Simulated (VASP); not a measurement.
Input:

```
CELL_PARAMETERS angstrom
     -1.58000     1.58000     1.58000
      1.58000    -1.58000     1.58000
      1.58000     1.58000    -1.58000
ATOMIC_POSITIONS crystal
  W  0.00000 0.00000 0.00000
```

Method: optB88-vdW, VASP's PBE PAW potentials (set 64) (plane waves; VASP). Settings: 520 eV cut-off, 15×15×15 Γ-centred mesh, first-order Methfessel-Paxton smearing of 0.10 eV, potentials W_sv.

Energy and stress use the plane-wave basis of the starting cell.

Question: The ions, cell shape and volume are relaxed. Give the cell that the relaxation ends in.

Answer: 
```
CELL_PARAMETERS angstrom
     -1.59298     1.59298     1.59298
      1.59298    -1.59298     1.59298
      1.59298     1.59298    -1.59298
ATOMIC_POSITIONS crystal
  W  0.00000 0.00000 0.00000
```
Space group Im-3m (229), at a tolerance of 0.03 Å.

Question: How do energy and volume change from the first to the last step?

Answer: The energy (σ→0) changes by -9.4 meV/atom and the volume by +2.5 %, in 4 ionic steps.

The compound is W in the bcc structure. This run relaxes it. Symmetry was kept, so distortions that lower it aren't found.
